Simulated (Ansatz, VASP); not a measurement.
Given: the input of a run of Ansatz 0.2.0 on ScSi2.

input.yaml

```yaml
crystal:
  lattice:
    - [3.6105344768, 0.0, 0.0]
    - [-1.8052672384, 3.1268145782, 0.0]
    - [0.0, 0.0, 3.8176962911]
  atoms:
    - { symbol: Sc, position: [0.0, 0.0, 0.0] }
    - { symbol: Si, position: [0.6666666667, 0.3333333333, 0.5] }
    - { symbol: Si, position: [0.3333333333, 0.6666666667, 0.5] }
hamiltonian:
  xc: pbe
  pseudopotentials: { kind: paw }
kpoints:
  mp_grid: { grid: [8, 8, 7] }
scf:
  occupations: { method: fermi_dirac, width: 0.05 }
output:
  forces: true
  stress: true
  eigenvalues: true
```

Potentials or basis: Ansatz PAW.

The run is started by

```bash
$ ansatz run input.yaml --threads 1 --pin off --max-ram 3584MiB --backend cpu --events-out ev --progress --plain --runs-dir out
```

Q: Set up the same calculation for VASP 6.6.1. Potentials there: VASP PAW PBE potentials, release 64 (Sc_sv, Si).

A: As run (the cutoff follows the program's own potentials):

The input INCAR:

```
SYSTEM = ScSi2
ALGO = Normal
EDIFF = 1E-7
ENCUT = 520
GGA = PE
ISIF = 2
ISMEAR = -1
LASPH = .TRUE.
LCHARG = .FALSE.
LREAL = .FALSE.
LWAVE = .FALSE.
NBANDS = 16
NELM = 100
PREC = Accurate
SIGMA = 0.05
```

File KPOINTS:

```
k-points
0
G
  8 8 7
  0 0 0
```

File POSCAR:

```
ScSi2
1.0
    3.6105344768      0.0000000000      0.0000000000
   -1.8052672384      3.1268145782      0.0000000000
    0.0000000000      0.0000000000      3.8176962911
Sc Si
1 2
Direct
    0.0000000000      0.0000000000      0.0000000000
    0.6666666667      0.3333333333      0.5000000000
    0.3333333333      0.6666666667      0.5000000000
```

Potentials or basis: VASP PAW PBE potentials, release 64 (Sc_sv, Si).

The run is started by

```console
$ cat potpaw_PBE.64/Sc_sv/POTCAR potpaw_PBE.64/Si/POTCAR > POTCAR
$ mpirun -np 1 vasp_std > vasp.out
```

Both were run:

|  | VASP | Ansatz | Ansatz less VASP |
| --- | --- | --- | --- |
| gap on the k mesh at the Fermi level (eV) | none | none | - |
| pressure (GPa) | 33.8 | 33.8 | -0.06 |
| largest component of the traceless stress (GPa) | 28.51 | 28.71 | +0.201 |

A gap of «none» marks a metal or a gap that the smearing closes.
